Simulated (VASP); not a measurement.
Input:

```xyz
2
Lattice="0.0000 3.1061 3.1061 3.1061 0.0000 3.1061 3.1061 3.1061 0.0000" Properties=species:S:1:pos:R:3 pbc="T T T"
Ga     0.0000     0.0000     0.0000
Sb     1.5531     1.5531     1.5531
```

All values below come from PBE GGA with spin-orbit coupling, VASP's PBE PAW potentials (set 64) (plane waves; VASP). Numerical set-up: 400 eV cut-off, 9×9×9 Γ-centred mesh, Gaussian smearing of 0.050 eV, potentials Ga_d Sb.

Problem. Predict the energy per atom (σ→0), band gap (over mesh and band path) with the smallest direct gap where there is one.

Solution. 
```
Property                                                              Result
----------------------------------  ----------------------------------------
band gap (over mesh and band path)  none (metal, semimetal or under 0.01 eV)
energy per atom (σ→0)                                         -3.719 eV/atom
```

The absolute energy has meaning only against runs of the same code, potentials and settings.

The compound is GaSb in the zinc blende structure. It was relaxed first, which changed the volume by +6 %.
